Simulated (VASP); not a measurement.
# ScIn3N2 in VASP: notebook, part 2 of 2

VASP 6.6.1. The steps go on from the part before.

## 4. Relaxation of cell and atoms, PBE

This run uses another cell than the first one, of 22.39 Å³/atom, 1.217 times its volume.

INCAR

```
SYSTEM = ScIn3N2
PREC = Normal
ENCUT = 520
EDIFF = 1E-4
ISMEAR = 0
SIGMA = 0.15
LREAL = .False.
LASPH = .True.
NELM = 60
ALGO = Fast
ISIF = 3
LWAVE = .False.
LCHARG = .False.
GGA = PE
IBRION = 2
NSW = 24
EDIFFG = -0.08
```

KPOINTS

```
regular mesh
0
Gamma
  3 3 2
  0 0 0
```

POSCAR

```
ScIn3N2
1.0
    4.5487148700      0.0000000000      0.0000000000
    0.0000000000      4.5487148700      0.0000000000
    0.0000000000      0.0000000000      6.4939225500
Sc In N
1 3 2
Direct
    0.0000000000      0.0000000000      0.5642405300
    0.0000000000      0.5000000000      0.6871265200
    0.5000000000      0.0000000000      0.6871265200
    0.0000000000      0.0000000000      0.0052245700
    0.0000000000      0.5000000000      0.9837622100
    0.5000000000      0.0000000000      0.9837622100
```

Potentials or basis: VASP PAW PBE potentials, release 64 (Sc_sv, In_d, N).

Launch:

```bash
$ cat potpaw_PBE.64/Sc_sv/POTCAR potpaw_PBE.64/In_d/POTCAR potpaw_PBE.64/N/POTCAR > POTCAR
$ mpirun -np 1 vasp_std > vasp.out
```

OUTCAR:

```text
SYSTEM = ScIn3N2
   PREC = Normal
   ENCUT = 520
   EDIFF = 1E-4
   ISMEAR = 0
   LREAL = .False.
   LASPH = .True.
   NELM = 60
   ISIF = 3
   GGA = PE
   IBRION = 2
   NSW = 24
   EDIFFG = -0.08

 ion  position               nearest neighbor table
   1  0.000  0.000  0.564-   2 2.41   3 2.41   2 2.41   3 2.41   4 2.86   4 3.63
   2  0.000  0.500  0.687-   5 1.93   1 2.41   1 2.41   4 3.07   4 3.07   3 3.22   3 3.22   3 3.22
                             3 3.22
   3  0.500  0.000  0.687-   6 1.93   1 2.41   1 2.41   4 3.07   4 3.07   2 3.22   2 3.22   2 3.22
                             2 3.22
   4  0.000  0.000  0.005-   5 2.28   6 2.28   5 2.28   6 2.28   1 2.86   2 3.07   2 3.07   3 3.07
                             3 3.07   1 3.63
   5  0.000  0.500  0.984-   2 1.93   4 2.28   4 2.28
   6  0.500  0.000  0.984-   3 1.93   4 2.28   4 2.28

  LATTYP: Found a simple tetragonal cell.
 ALAT       =     4.5487148700
 C/A-ratio  =     1.4276389564

  Lattice vectors:
[... 531 lines left out ...]

--------------------------------------- Ionic step       13  -------------------------------------------

 number of electron      59.9999919 magnetization

------------------------ aborting loop because EDIFF is reached ----------------------------------------
[... 75 lines left out ...]
--------------------------------------- Ionic step       15  -------------------------------------------

 number of electron      59.9999943 magnetization

 Free energy of the ion-electron system (eV)
  ---------------------------------------------------
  ext. energy  EPLUGINS =         0.00000000
  ---------------------------------------------------
  free energy    TOTEN  =       -24.91394064 eV

  energy without entropy =      -24.84281055  energy(sigma->0) =      -24.87837559

 E-fermi :   4.2359     XC(G=0):  -9.0399

 val. band max:        4.1471014524   @ k =   0.0000   0.0000   0.5000
 cond. band min:       4.3336704067   @ k =   0.3333   0.0000   0.0000
 fundamental gap:      0.1865689543
 Fermi energy:         4.2359234132

 k-point     1 :       0.0000    0.0000    0.0000
  band No.  band energies     occupation
      1     -46.2033      2.00000
      2     -24.8783      2.00000
      3     -24.8378      2.00000
      4     -24.8378      2.00000
      5     -11.0251      2.00000
      6     -11.0227      2.00000
[... 256 lines left out ...]
  FREE ENERGIE OF THE ION-ELECTRON SYSTEM (eV)
  ---------------------------------------------------
  free  energy   TOTEN  =       -24.9139406379 eV

  energy  without entropy=      -24.8428105491  energy(sigma->0) =      -24.87837559

 reached required accuracy - stopping structural energy minimisation
```

Run time: 2.6 min. Hardware: 1 thread of Intel Xeon 6975P-C (Granite Rapids), shared host; peak memory 0.19 GiB.

What came out:

```yaml
Free_energy: -24.9139 eV
Relaxed_volume: 24.06 Å³/atom
Relaxed_cell: a = 4.422 Å, b = 4.422 Å, c = 7.385 Å, α = 90.00°, β = 90.00°, γ = 90.00°
Space_group_after_relaxing_to_0.05_Å: P4mm (No. 99)
Energy_gained_by_relaxing: 903.1 meV/atom
Ionic_steps: 15
Pressure_after_relaxing: 0.1 GPa
Largest_force_after_relaxing: 0.077 eV/Å
Band_gap_on_the_k_mesh: none (metal or under the smearing width)
```

Forces in eV/Å, atoms in the order of the input:
```
Sc   0.000  0.000 -0.077
In   0.000  0.000  0.012
In   0.000  0.000  0.012
In   0.000  0.000 -0.017
N    0.000  0.000  0.035
N    0.000  0.000  0.035
```

Stress tensor (GPa, compression positive):
```
0.16 0.00 0.00
0.00 0.16 0.00
0.00 0.00 0.08
```

Step by step:
```tsv
step	energy change (eV)	largest force (eV/Å)	pressure (GPa)	volume (Å³)
1	0.0000	7.8217	23.15	134.36
2	-2.3289	1.9954	-7.52	207.46
3	-3.4398	3.0366	-1.48	173.56
4	-4.2327	2.0146	-3.05	173.30
5	-4.5735	0.9710	-2.92	173.05
6	-5.1606	0.5785	-1.65	158.72
7	-5.3149	0.8207	-0.09	150.28
8	-5.3257	0.9122	0.51	147.62
9	-5.3713	0.3729	-1.48	148.39
10	-5.3859	0.4518	-0.92	148.13
11	-5.4107	0.2094	0.02	144.74
12	-5.4119	0.2297	0.42	143.70
13	-5.4119	0.2259	0.36	143.91
14	-5.4119	0.2195	0.41	143.79
15	-5.4186	0.0768	0.13	144.38
```

Final structure:
```cif
data_structure
_symmetry_space_group_name_H-M 'P 1'
_symmetry_Int_Tables_number 1
_cell_length_a 4.4215
_cell_length_b 4.4215
_cell_length_c 7.3851
_cell_angle_alpha 90.000
_cell_angle_beta 90.000
_cell_angle_gamma 90.000
_cell_volume 144.38
loop_
_atom_site_label
_atom_site_type_symbol
_atom_site_fract_x
_atom_site_fract_y
_atom_site_fract_z
_atom_site_occupancy
Sc1 Sc 0.00000 0.00000 0.44480 1
In1 In 0.00000 0.50000 0.71113 1
In2 In 0.50000 0.00000 0.71113 1
In3 In 0.00000 0.00000 0.03665 1
N1 N 0.00000 0.50000 0.00377 1
N2 N 0.50000 0.00000 0.00377 1
```

Caveat: the k mesh is coarse (spacing up to 0.48 Å⁻¹), so the values aren't converged; this functional lacks dispersion, which binds the layers, so the pressure and a relaxed spacing across them are unreliable; the relaxation stopped at a loose force limit of 0.08 eV/Å, so its end isn't a converged minimum.

## 5. Relaxation of cell and atoms, PBE

This run uses another cell than the first one, of 18.29 Å³/atom, 0.994 times its volume.

INCAR is that of step 4.

KPOINTS

```
regular mesh
0
Gamma
  5 5 2
  0 0 0
```

POSCAR

```
ScIn3N2
1.0
    3.2500000000      0.0000000000      0.0000000000
   -1.6250000000      2.8145825600      0.0000000000
    0.0000000000      0.0000000000     12.0000000000
Sc In N
1 3 2
Direct
    0.0000000000      0.0000000000      0.0000000000
    0.6666666700      0.3333333300      0.2700000000
    0.3333333300      0.6666666700      0.7300000000
    0.0000000000      0.0000000000      0.5000000000
    0.6666666700      0.3333333300      0.9000000000
    0.3333333300      0.6666666700      0.1000000000
```

Launch:

```bash
$ cat potpaw_PBE.64/Sc_sv/POTCAR potpaw_PBE.64/In_d/POTCAR potpaw_PBE.64/N/POTCAR > POTCAR
$ mpirun -np 1 vasp_std > vasp.out
```

Run time: 3.7 min. Hardware: 1 thread of Intel Xeon 6975P-C (Granite Rapids), shared host; peak memory 0.18 GiB.

It converged, with:

```yaml
Free_energy: -33.0357 eV
Relaxed_volume: 17.45 Å³/atom
Relaxed_cell: a = 3.304 Å, b = 3.304 Å, c = 11.075 Å, α = 90.00°, β = 90.00°, γ = 120.00°
Space_group_after_relaxing_to_0.05_Å: P-3m1 (No. 164)
Energy_gained_by_relaxing: 269.6 meV/atom
Ionic_steps: 23
Pressure_after_relaxing: -0.2 GPa
Largest_force_after_relaxing: 0.046 eV/Å
Band_gap_on_the_k_mesh: none (metal or under the smearing width)
```

Forces in eV/Å, atoms in the order of the input:
```
Sc   0.000  0.000  0.000
In   0.000  0.000  0.033
In   0.000  0.000 -0.033
In   0.000  0.000  0.000
N    0.000  0.000  0.046
N    0.000  0.000 -0.046
```

Stress tensor (GPa, compression positive):
```
-0.35  0.00  0.00
 0.00 -0.35  0.00
 0.00  0.00  0.01
```

The path:
| step | energy change (eV) | largest force (eV/Å) | pressure (GPa) | volume (Å³) |
| --- | --- | --- | --- | --- |
| 1 | 0.0000 | 1.9652 | -2.23 | 109.77 |
| 2 | -0.8217 | 1.8930 | -1.83 | 105.61 |
| 3 | -0.1537 | 2.9136 | 17.28 | 91.82 |
| 4 | -1.3278 | 1.4608 | 1.77 | 100.64 |
| 5 | -1.3161 | 0.8573 | 5.63 | 97.40 |
| 6 | -1.3789 | 1.1993 | 3.94 | 98.90 |
| 7 | -1.4653 | 0.5562 | -0.43 | 104.89 |
| 8 | -1.5113 | 0.0911 | 0.28 | 102.52 |
| 9 | -1.5708 | 0.1958 | 0.04 | 103.30 |
| 10 | -1.5749 | 0.2811 | -0.39 | 103.50 |
| 11 | -1.5752 | 0.2862 | -0.29 | 103.53 |
| 12 | -1.5751 | 0.3215 | -0.39 | 103.59 |
| 13 | -1.5752 | 0.2701 | -0.28 | 103.56 |
| 14 | -1.5837 | 0.1267 | 0.24 | 103.08 |
| 15 | -1.5853 | 0.1154 | 0.80 | 102.90 |
| 16 | -1.5929 | 0.1217 | 0.31 | 103.56 |
| 17 | -1.6092 | 0.1689 | -0.23 | 105.57 |
| 18 | -1.6107 | 0.1985 | -2.77 | 109.62 |
| 19 | -1.6157 | 0.2122 | -1.56 | 106.93 |
| 20 | -1.6139 | 0.2547 | -0.69 | 106.45 |
| 21 | -1.6149 | 0.1681 | -0.86 | 106.74 |
| 22 | -1.6151 | 0.1893 | -0.88 | 106.81 |
| 23 | -1.6173 | 0.0458 | -0.23 | 104.71 |

Final structure:
```
Sc In N
1.0
     3.30408    0.00000    0.00000
    -1.65204    2.86142    0.00000
     0.00000    0.00000   11.07540
Sc In N
1 3 2
Direct
  0.00000 0.00000 0.00000
  0.66667 0.33333 0.23903
  0.33333 0.66667 0.76097
  0.00000 0.00000 0.50000
  0.66667 0.33333 0.88871
  0.33333 0.66667 0.11129
```

Levels at points of the mesh, in eV from the Fermi level:
```
           k point  band 27  band 28  band 29  band 30  band 31  band 32  band 33  band 34
(0.00, 0.00, 0.00)    -1.94    -1.74    -0.95    -0.95     2.44     2.54     2.58     2.58
(0.00, 0.00, 0.50)    -2.67    -0.95    -0.95     0.00     1.28     2.58     2.58     2.84
```

Caveat: the k mesh is coarse (spacing up to 0.45 Å⁻¹), so the values aren't converged; this functional lacks dispersion, which binds the layers, so the pressure and a relaxed spacing across them are unreliable; the relaxation stopped at a loose force limit of 0.08 eV/Å, so its end isn't a converged minimum.

## 6. Summary

```csv
k mesh,gap on the mesh (eV),pressure (GPa),relaxed volume (Å³/atom),largest force (eV/Å)
4 × 4 × 2,none,-0.2,20.46,0.04
4 × 4 × 3,none,0.2,26.73,0.06
3 × 3 × 2,none,0.1,24.06,0.08
5 × 5 × 2,none,-0.2,17.45,0.05
```

Alike in all rows: task relaxation of cell and atoms; level PBE; potentials or basis VASP PAW PBE potentials, release 64 (Sc_sv, In_d, N); no spin polarisation; cell relaxed; cutoff (eV) 520; smearing gaussian 0.15 eV; the mesh is coarse, so values aren't converged.

Caveats: all runs use coarse meshes; the relaxation stopped at a loose force limit of 0.08 eV/Å, so its end isn't a converged minimum; this functional lacks dispersion, which binds the layers, so the pressure and a relaxed spacing across them are unreliable (some runs); the standard files for N, O and F lose accuracy on very short bonds (some runs); the volume moved by over 15 % at a fixed basis, so the end points are rough (some runs).

Total energies depend on the potentials used, so only differences within one code and one set of settings carry meaning.
